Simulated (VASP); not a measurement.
Runs of VASP 6.6.1 on Al. The structure is cubic, space group Fm-3m (No. 225). The conventional cell has a = 4.041 Å, b = 4.041 Å, c = 4.041 Å, α = 90.00°, β = 90.00°, γ = 90.00°. Around Al (site symmetry m-3m) lie 12 Al at 2.86 Å. 

```csv
task,cell,gap on the mesh (eV),pressure (GPa)
single point,a relaxed cell with its volume scaled by 1.03,none,-4.0
relaxation of cell and atoms,relaxed,none,0.0
single point,a relaxed cell with its volume scaled by 0.91,none,(a)
single point,"Fm-3m, 16.49 Å³/atom",none,-1.9
```

Alike in all rows: level PBE; potentials or basis VASP PAW PBE potentials, release 64 (Al); no spin polarisation; k mesh 18 × 18 × 18; cutoff (eV) 520; smearing gaussian 0.1 eV.

Problem. Estimate the missing entries.

Solution. (a) 6.8.

A gap of «none» marks a metal or a gap under the smearing width.
